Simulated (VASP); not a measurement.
Energy against volume of CrO₂ (rutile). Level of theory: PBE GGA with D4 dispersion, VASP's PBE PAW potentials (set 64) (plane waves; VASP). Run with 520 eV cut-off, 7×7×10 Γ-centred mesh, first-order Methfessel-Paxton smearing of 0.10 eV, potentials Cr_pv O.

Shape and ions are relaxed at each volume.

```json
[
 {"V (Å³/atom)": "8.872", "E (eV/atom)": "-8.65832"},
 {"V (Å³/atom)": "9.155", "E (eV/atom)": "-8.68115"},
 {"V (Å³/atom)": "9.438", "E (eV/atom)": "-8.68853"},
 {"V (Å³/atom)": "9.721", "E (eV/atom)": "-8.68292"}
]
```

### Question
Fit these four points and predict the energy of the run at 10.004 Å³/atom.

### Answer
A cubic in V^(−2/3), the third-order Birch-Murnaghan form, passes through the four points with V0 = 9.45 Å³/atom and B0 = 243 GPa, and gives -8.6664 eV/atom there. The run gave -8.6665 eV/atom, -0.1 meV/atom from the fit; all five points give B0 = 242 GPa.

The compound is CrO2 in the rutile structure. It was relaxed first.
